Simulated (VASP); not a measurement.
Consider the following.

```xyz
2
Lattice="0.0000 3.1639 3.1639 3.1639 0.0000 3.1639 3.1639 3.1639 0.0000" Properties=species:S:1:pos:R:3 pbc="T T T"
V      0.0000     0.0000     0.0000
Al     1.5819     1.5819     1.5819
```
Starting moments (μB, in the order of the record's atoms V Al): 2.0 0.0.

Computed with PBEsol GGA, VASP's PBE PAW potentials (set 64) (plane waves; VASP 6.6.1). Run with 400 eV cut-off, 9×9×9 Γ-centred mesh, first-order Methfessel-Paxton smearing of 0.10 eV, potentials V_sv Al.

Energy and stress use the plane-wave basis of the starting cell.

Problem. The ions, cell shape and volume are relaxed. What does this cell relax into?

Solution. 
```xyz
2
Lattice="0.0000 2.8417 2.8417 2.8417 0.0000 2.8417 2.8417 2.8417 0.0000" Properties=species:S:1:pos:R:3 pbc="T T T"
V      0.0000     0.0000     0.0000
Al     1.4208     1.4208     1.4208
```
Space group F-43m (216), at a tolerance of 0.03 Å. The cell ends with 0.00 μB, on the sites 0.00 0.00 μB.

Problem. How do energy and volume change from the first to the last step?

Solution. The energy (σ→0) changes by -325.3 meV/atom and the volume by -27.5 %, in 6 ionic steps.

The structure was generated: VAl was put into the zinc blende type (F-43m), which need not be its known phase. This run relaxes it. Symmetry was kept, so distortions that lower it aren't found.
